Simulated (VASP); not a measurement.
Crystal: WC.

```
W C
1.0
     2.88207    0.00000    0.00000
    -1.44104    2.49595    0.00000
     0.00000    0.00000    2.82387
W C
1 1
Direct
  0.00000 0.00000 0.00000
  0.66667 0.33333 0.50000
```

* Program: VASP 6.6.1
* Task: relaxation of cell and atoms
* Functional: r2SCAN
* Potentials or basis: VASP PAW PBE potentials, release 64 (W_sv, C)
* Cutoff: 600 eV
* k mesh: 18 × 18 × 14
* Occupations: gaussian, width 0.1 eV
* Spin: no spin polarisation

At the start: pressure 12.4 GPa; volume 10.16 Å³/atom.

**Question.** Where does the relaxation end?

**Answer.** Over 6 steps the energy falls by 11.8 meV/atom and the volume is 10.46 Å³/atom (+3.0 %); space group P-6m2 (No. 187, to 0.05 Å).

The path:
| step | energy change (eV) | largest force (eV/Å) | pressure (GPa) | volume (Å³) |
| --- | --- | --- | --- | --- |
| 1 | 0.0000 | 0.0000 | 12.44 | 20.31 |
| 2 | 0.1444 | 0.0000 | -27.87 | 22.72 |
| 3 | -0.0232 | 0.0000 | -0.52 | 20.94 |
| 4 | -0.0232 | 0.0000 | -0.16 | 20.92 |
| 5 | -0.0232 | 0.0000 | 0.17 | 20.92 |
| 6 | -0.0237 | 0.0000 | -0.01 | 20.92 |

Final structure:
```xyz
2
Lattice="2.9164 0.0000 0.0000 -1.4582 2.5256 0.0000 0.0000 0.0000 2.8405" Properties=species:S:1:pos:R:3 pbc="T T T"
W     0.0000    0.0000    0.0000
C     1.4582    0.8419    1.4203
```

Caveat: the PAW data sets were made with another functional, which shifts forces and pressure a little.
